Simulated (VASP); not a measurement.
Consider the following.

```yaml
crystal:
  lattice:
    - [8.75833, 0.00000, 0.00000]
    - [0.00000, 8.75833, 0.00000]
    - [0.00000, 0.00000, 8.75833]
  atoms:
    - { symbol: Si, position: [0.49959, 0.00052, 0.00033] }
    - { symbol: Si, position: [0.74750, 0.24973, 0.00159] }
    - { symbol: Si, position: [0.74746, 0.00172, 0.24952] }
    - { symbol: Si, position: [0.99921, 0.99991, 0.99983] }
    - { symbol: Si, position: [0.25048, 0.24966, 0.00034] }
    - { symbol: Si, position: [0.49977, 0.49748, 0.00161] }
    - { symbol: Si, position: [0.74963, 0.74959, 0.00079] }
    - { symbol: Si, position: [0.25039, 0.00045, 0.24964] }
    - { symbol: Si, position: [0.74850, 0.49864, 0.25514] }
    - { symbol: Si, position: [0.49974, 0.00159, 0.49757] }
    - { symbol: Si, position: [0.74850, 0.25528, 0.49838] }
    - { symbol: Si, position: [0.74959, 0.00100, 0.74946] }
    - { symbol: Si, position: [0.99951, 0.49963, 0.00082] }
    - { symbol: Si, position: [0.24987, 0.74916, 0.99986] }
    - { symbol: Si, position: [0.99999, 0.24996, 0.24980] }
    - { symbol: Si, position: [0.25178, 0.49746, 0.24954] }
    - { symbol: Si, position: [0.49993, 0.75004, 0.24980] }
    - { symbol: Si, position: [0.99935, 0.00098, 0.49946] }
    - { symbol: Si, position: [0.25160, 0.24969, 0.49756] }
    - { symbol: Si, position: [0.50513, 0.49866, 0.49847] }
    - { symbol: Si, position: [0.75014, 0.75031, 0.50005] }
    - { symbol: Si, position: [0.24982, 0.99985, 0.74906] }
    - { symbol: Si, position: [0.49993, 0.25001, 0.74986] }
    - { symbol: Si, position: [0.75013, 0.50015, 0.75012] }
    - { symbol: Si, position: [0.99955, 0.74952, 0.25002] }
    - { symbol: Si, position: [0.00033, 0.50008, 0.50000] }
    - { symbol: Si, position: [0.25083, 0.74954, 0.49953] }
    - { symbol: Si, position: [0.99948, 0.25019, 0.74948] }
    - { symbol: Si, position: [0.25086, 0.49966, 0.74951] }
    - { symbol: Si, position: [0.50011, 0.74954, 0.74951] }
    - { symbol: Si, position: [0.00000, 0.75006, 0.74989] }
    - { symbol: C, position: [0.63567, 0.11235, 0.11215] }
    - { symbol: C, position: [0.87242, 0.37509, 0.12745] }
    - { symbol: C, position: [0.87238, 0.12760, 0.37483] }
    - { symbol: C, position: [0.12430, 0.12433, 0.12425] }
    - { symbol: C, position: [0.36249, 0.38565, 0.11219] }
    - { symbol: C, position: [0.62503, 0.62256, 0.12740] }
    - { symbol: C, position: [0.87525, 0.87411, 0.12521] }
    - { symbol: C, position: [0.36217, 0.11214, 0.38599] }
    - { symbol: C, position: [0.87557, 0.62558, 0.37527] }
    - { symbol: C, position: [0.62500, 0.12757, 0.62238] }
    - { symbol: C, position: [0.87557, 0.37537, 0.62543] }
    - { symbol: C, position: [0.87522, 0.12535, 0.87407] }
    - { symbol: C, position: [0.12412, 0.62516, 0.12527] }
    - { symbol: C, position: [0.37427, 0.87435, 0.12427] }
    - { symbol: C, position: [0.12499, 0.37522, 0.37517] }
    - { symbol: C, position: [0.37748, 0.62255, 0.37486] }
    - { symbol: C, position: [0.62533, 0.87493, 0.37517] }
    - { symbol: C, position: [0.12394, 0.12530, 0.62519] }
    - { symbol: C, position: [0.37745, 0.37508, 0.62242] }
    - { symbol: C, position: [0.62534, 0.62565, 0.62548] }
    - { symbol: C, position: [0.87484, 0.87555, 0.62485] }
    - { symbol: C, position: [0.37427, 0.12433, 0.87407] }
    - { symbol: C, position: [0.62536, 0.37532, 0.87475] }
    - { symbol: C, position: [0.87491, 0.62496, 0.87534] }
    - { symbol: C, position: [0.12350, 0.87363, 0.37452] }
    - { symbol: C, position: [0.12545, 0.62491, 0.62482] }
    - { symbol: C, position: [0.37529, 0.87402, 0.62520] }
    - { symbol: C, position: [0.12359, 0.37459, 0.87357] }
    - { symbol: C, position: [0.37535, 0.62523, 0.87409] }
    - { symbol: C, position: [0.62454, 0.87368, 0.87354] }
    - { symbol: C, position: [0.12475, 0.87474, 0.87469] }
    - { symbol: N, position: [0.64214, 0.39238, 0.39217] }
```
Cell charge -1.

Calculation: PBE GGA, VASP's PBE PAW potentials (set 64) (plane waves; VASP). Run with PREC = Normal, LREAL = Auto, ISYM = 0, NELECT = 254.0, 400 eV cut-off, 1×1×1 Γ-centred mesh, Gaussian smearing of 0.050 eV, potentials Si C N. Starting moments (MAGMOM): 63*0.0317. The cell's moment is fixed (NUPDOWN = 2).

At this cut-off the stress carries a Pulay error, which pulls relaxed volumes low. The cell is charged, with a uniform compensating background.  The supercell is sampled at Γ alone, which is coarse: total energies, pressure and levels can be off, energies of defects by several tenths of an eV.

Question: Predict the cell moment, energy per atom (σ→0), pressure.

Answer: 
```
Property                       Result
---------------------  --------------
cell moment                   2.00 μB
energy per atom (σ→0)  -7.293 eV/atom
pressure                     1.66 GPa
```

Question: Give the moment on each site (PAW-sphere projection).

Answer: 
| site | moment (μB) |
|---|---|
| Si1 | -0.01 |
| Si2 | -0.01 |
| Si3 | -0.01 |
| Si4 | 0.00 |
| Si5 | -0.01 |
| Si6 | -0.01 |
| Si7 | 0.00 |
| Si8 | -0.01 |
| Si9 | 0.00 |
| Si10 | -0.01 |
| Si11 | 0.00 |
| Si12 | 0.00 |
| Si13 | 0.00 |
| Si14 | 0.00 |
| Si15 | 0.00 |
| Si16 | -0.01 |
| Si17 | 0.00 |
| Si18 | 0.00 |
| Si19 | -0.01 |
| Si20 | 0.00 |
| Si21 | 0.00 |
| Si22 | 0.00 |
| Si23 | 0.00 |
| Si24 | 0.00 |
| Si25 | 0.01 |
| Si26 | 0.00 |
| Si27 | 0.00 |
| Si28 | 0.01 |
| Si29 | 0.00 |
| Si30 | 0.01 |
| Si31 | 0.00 |
| C32 | 0.27 |
| C33 | 0.00 |
| C34 | 0.00 |
| C35 | 0.00 |
| C36 | 0.27 |
| C37 | 0.00 |
| C38 | 0.03 |
| C39 | 0.27 |
| C40 | 0.00 |
| C41 | 0.00 |
| C42 | 0.00 |
| C43 | 0.03 |
| C44 | 0.03 |
| C45 | 0.00 |
| C46 | 0.00 |
| C47 | 0.00 |
| C48 | 0.00 |
| C49 | 0.03 |
| C50 | 0.00 |
| C51 | 0.00 |
| C52 | 0.00 |
| C53 | 0.00 |
| C54 | 0.00 |
| C55 | 0.00 |
| C56 | 0.02 |
| C57 | 0.00 |
| C58 | 0.03 |
| C59 | 0.02 |
| C60 | 0.03 |
| C61 | 0.02 |
| C62 | 0.00 |
| N63 | 0.00 |

The cell is a supercell with a defect, built from SiC (zinc blende): N_C-vac_Si, charge -1.
